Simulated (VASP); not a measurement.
Here is the system:

```
CELL_PARAMETERS angstrom
      0.00000     3.04653     3.04653
      3.04653     0.00000     3.04653
      3.04653     3.04653     0.00000
ATOMIC_POSITIONS crystal
  Ge 0.00000 0.00000 0.00000
  S  0.25000 0.25000 0.25000
```

Calculation: PBE GGA, VASP's PBE PAW potentials (set 64) (plane waves; VASP 6.6.1). Settings: 400 eV cut-off, 7×7×7 Γ-centred mesh, Gaussian smearing of 0.050 eV, potentials Ge_d S.

**Question.** Predict the energy per atom (σ→0).

**Answer.** 
```
Property                        Value
---------------------  --------------
energy per atom (σ→0)  -4277 meV/atom
```

Total energies compare only between runs with the same potentials, cut-off and functional.

The structure was generated: GeS was put into the zinc blende type (F-43m), which need not be its known phase. It was relaxed first, which changed the volume by +61 %. The start is the result of an earlier pass.
